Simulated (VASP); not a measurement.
Data:

```xyz
4
Lattice="3.5515 0.0000 0.0000 0.0000 3.5122 0.0000 0.0000 0.0000 3.6152" Properties=species:S:1:pos:R:3 pbc="T T T"
Fe     0.0000     0.0000     0.0000
Ni     0.0000     1.7561     1.8076
Ni     1.7757     0.0000     1.8076
Ni     1.8340     1.7561     0.0000
```
Starting moments (μB, in the order of the record's atoms Fe Ni Ni Ni): 3.0 0.7 0.7 0.7.

Calculation: TPSS meta-GGA, VASP's PBE PAW potentials (set 64) (plane waves; VASP). Numerical set-up: 400 eV cut-off, 8×8×8 Γ-centred mesh, first-order Methfessel-Paxton smearing of 0.10 eV, potentials Fe Ni.

**Question.** Which forces act on the atoms, in eV/Å?

**Answer.** 
```json
[
 {"atom": "Fe1", "Fx": "0.218", "Fy": "0.000", "Fz": "0.000"},
 {"atom": "Ni2", "Fx": "0.210", "Fy": "0.000", "Fz": "0.000"},
 {"atom": "Ni3", "Fx": "0.035", "Fy": "0.000", "Fz": "0.000"},
 {"atom": "Ni4", "Fx": "-0.463", "Fy": "0.000", "Fz": "0.000"}
]
```

**Question.** Give the stress tensor in GPa (positive for a compressed cell).

**Answer.** 
```
 -8.83    0.00    0.00
  0.00   -7.76    0.00
  0.00    0.00  -11.05
```
The pressure is its mean diagonal, -9.21 GPa.

The compound is Ni3Fe in the L1_2 structure. The cell was not relaxed at this level, atoms are displaced from their ideal sites. The run is one of a series of settings (GGA removed, LMIXTAU = .TRUE., METAGGA = TPSS against the base run), some of them coarse on purpose.
